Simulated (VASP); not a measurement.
Output of a VASP run:

OUTCAR:
```
 ion  position               nearest neighbor table
   1  0.000  0.000  0.000-   2 2.03   2 2.03   2 2.03   2 2.03
   2  0.250  0.250  0.250-   1 2.03   1 2.03   1 2.03   1 2.03
  LATTYP: Found a face centered cubic cell.
 ALAT       =     4.6778821260
 Subroutine PRICEL returns:
 Original cell was already a primitive cell.
 Subroutine GETGRP returns: Found 24 space group operations
The static configuration has the point symmetry T_d .
The dynamic configuration has the point symmetry T_d .
 Subroutine INISYM returns: Found 24 space group operations
 Subroutine IBZKPT returns following result:
 Found     47 irreducible k-points:

 Following reciprocal coordinates:
            Coordinates               Weight
  0.000000  0.000000  0.000000      1.000000
  0.100000  0.000000  0.000000      8.000000
  0.200000  0.000000  0.000000      8.000000
  0.300000  0.000000  0.000000      8.000000
  0.400000  0.000000  0.000000      8.000000
  0.500000  0.000000  0.000000      4.000000
  0.100000  0.100000  0.000000      6.000000
  0.200000  0.100000  0.000000     24.000000
  0.300000  0.100000  0.000000     24.000000
  0.400000  0.100000  0.000000     24.000000
  0.500000  0.100000  0.000000     24.000000
 -0.400000  0.100000  0.000000     24.000000
 -0.300000  0.100000  0.000000     24.000000
 -0.200000  0.100000  0.000000     24.000000
 -0.100000  0.100000  0.000000     12.000000
  0.200000  0.200000  0.000000      6.000000
  0.300000  0.200000  0.000000     24.000000
  0.400000  0.200000  0.000000     24.000000
  0.500000  0.200000  0.000000     24.000000
 -0.400000  0.200000  0.000000     24.000000
 -0.300000  0.200000  0.000000     24.000000
 -0.200000  0.200000  0.000000     12.000000
  0.300000  0.300000  0.000000      6.000000
  0.400000  0.300000  0.000000     24.000000
  0.500000  0.300000  0.000000     24.000000
 -0.400000  0.300000  0.000000     24.000000
 -0.300000  0.300000  0.000000     12.000000
  0.400000  0.400000  0.000000      6.000000
  0.500000  0.400000  0.000000     24.000000
 -0.400000  0.400000  0.000000     12.000000
  0.500000  0.500000  0.000000      3.000000
  0.300000  0.200000  0.100000     24.000000
  0.400000  0.200000  0.100000     48.000000
  0.500000  0.200000  0.100000     48.000000
 -0.400000  0.200000  0.100000     24.000000
  0.400000  0.300000  0.100000     24.000000
  0.500000  0.300000  0.100000     48.000000
 -0.400000  0.300000  0.100000     48.000000
 -0.300000  0.300000  0.100000     48.000000
 -0.200000  0.300000  0.100000     24.000000
   k-points           NKPTS =     47   k-points in BZ     NKDIM =     47   number of bands    NBANDS=      8
   number of dos      NEDOS =    301   number of ions     NIONS =      2
   total plane-waves  NPLWV =  21952
   dimension x,y,z NGX =    28 NGY =   28 NGZ =   28
   dimension x,y,z NGXF=    56 NGYF=   56 NGZF=   56
   ions per type =               1   1
   PREC   = accura    normal or accurate (medium, high low for compatibility)
   ISTART =      0    job   : 0-new  1-cont  2-samecut
   ICHARG =      2    charge: 1-file 2-atom 10-const
   ISPIN  =      1    spin polarized calculation?
   LNONCOLLINEAR =      F non collinear calculations
   LSORBIT =      F    spin-orbit coupling
   INIWAV =      1    electr: 0-lowe 1-rand  2-diag
   ENCUT  =  520.0 eV  38.22 Ry    6.18 a.u.   6.15  6.15  6.15*2*pi/ulx,y,z
   NELM   =    100;   NELMIN=  2; NELMDL= -5     # of ELM steps
   EDIFF  = 0.1E-06   stopping-criterion for ELM
   LREAL  =      F    real-space projection
   NLSPLINE    = F    spline interpolate recip. space projectors
   LMAXMIX     =    4 max onsite mixed and CHGCAR
   VOSKOWN=      0    Vosko Wilk Nusair interpolation
   EDIFFG = 0.1E-05   stopping-criterion for IOM
   NSW    =      0    number of steps for IOM
   NBLOCK =      1;   KBLOCK =      1    inner block; outer block
   IBRION =     -1    ionic relax: 0-MD 1-quasi-New 2-CG
...
```

### OSZICAR
```
       N       E                     dE             d eps       ncg     rms          rms(c)
DAV:   1     0.124907556841E+02    0.12491E+02   -0.40547E+03   752   0.897E+02
DAV:   2    -0.122012783225E+02   -0.24692E+02   -0.23497E+02  1104   0.109E+02
DAV:   3    -0.125306834823E+02   -0.32941E+00   -0.32941E+00   880   0.166E+01
DAV:   4    -0.125310445585E+02   -0.36108E-03   -0.36108E-03  1128   0.604E-01
DAV:   5    -0.125310446806E+02   -0.12210E-06   -0.12210E-06   872   0.786E-03    0.527E+00
DAV:   6    -0.119259734981E+02    0.60507E+00   -0.16955E+00   776   0.682E+00    0.267E+00
DAV:   7    -0.118477569211E+02    0.78217E-01   -0.25118E-01  1048   0.297E+00    0.951E-01
DAV:   8    -0.118401936036E+02    0.75633E-02   -0.20204E-02   792   0.102E+00    0.116E-01
DAV:   9    -0.118405524078E+02   -0.35880E-03   -0.61352E-04   992   0.209E-01    0.635E-02
DAV:  10    -0.118407406143E+02   -0.18821E-03   -0.30490E-04   904   0.132E-01    0.176E-02
DAV:  11    -0.118407439961E+02   -0.33818E-05   -0.13686E-05  1080   0.271E-02    0.130E-02
DAV:  12    -0.118407440195E+02   -0.23406E-07   -0.23683E-06   824   0.126E-02    0.278E-03
DAV:  13    -0.118407440710E+02   -0.51437E-07   -0.48685E-08   720   0.181E-03
   1 F= -.11840744E+02 E0= -.11840744E+02  d E =-.388406E-13
```

**OUTCAR**
```
------------------------ aborting loop because EDIFF is reached ----------------------------------------
  FORCE on cell =-STRESS in cart. coord.  units (eV):
  Direction    XX          YY          ZZ          XY          YZ          ZX
  --------------------------------------------------------------------------------------
  Total        1.5699667      1.5699667      1.5699667      0.0000000      0.0000000      0.0000000
  in kB       98.2908737     98.2908737     98.2908737      0.0000000      0.0000000      0.0000000
  external PRESSURE =      98.2908737 kB  Pullay stress =       0.0000000 kB
  volume of cell :       25.59
      direct lattice vectors                 reciprocal lattice vectors
     0.000000000  2.338941063  2.338941063    -0.213771953  0.213771953  0.213771953
     2.338941063  0.000000000  2.338941063     0.213771953 -0.213771953  0.213771953
     2.338941063  2.338941063  0.000000000     0.213771953  0.213771953 -0.213771953
  FREE ENERGIE OF THE ION-ELECTRON SYSTEM (eV)
  ---------------------------------------------------
  free  energy   TOTEN  =       -11.8407440710 eV

  energy  without entropy=      -11.8407440710  energy(sigma->0) =      -11.84074407
```
(Selected blocks of OUTCAR.)

**POSCAR**
```
BAs
1
    0.0000000000     2.3389410630     2.3389410630
    2.3389410630     0.0000000000     2.3389410630
    2.3389410630     2.3389410630     0.0000000000
B As
1 1
Direct
  0.0000000000   0.0000000000   0.0000000000
  0.2500000000   0.2500000000   0.2500000000
```

**Question.** Write an INCAR and KPOINTS that could have produced this output.

**Answer.** One answer among several that fit: the input of the run itself, AM05 GGA, plane waves, VASP's PBE PAW potentials (set 64).

### KPOINTS
```
Regular mesh
0
G
 10 10 10
```

**INCAR**
```
SYSTEM  =  BAs
NELM  =  100
ISIF  =  2   ! forces and stress, cell fixed
LWAVE  =  F
EDIFF  =  1E-7   ! SCF stop (eV)
ISMEAR  =  0
GGA  =  AM
LREAL  =  F   ! projection in real space or not
ALGO  =  Normal   ! blocked Davidson
LCHARG  =  F
ENCUT  =  520   ! plane-wave cut-off (eV)
LASPH  =  T   ! aspherical one-centre terms
SIGMA  =  0.05   ! width (eV)
LMAXMIX  =  4
PREC  =  Accurate
```

POTCAR, in this order: B As (PBE.64 set). Program: vasp_std.

The compound is BAs in the zinc blende structure. This cell is one point of a volume scan, at 0.94 of the reference volume.
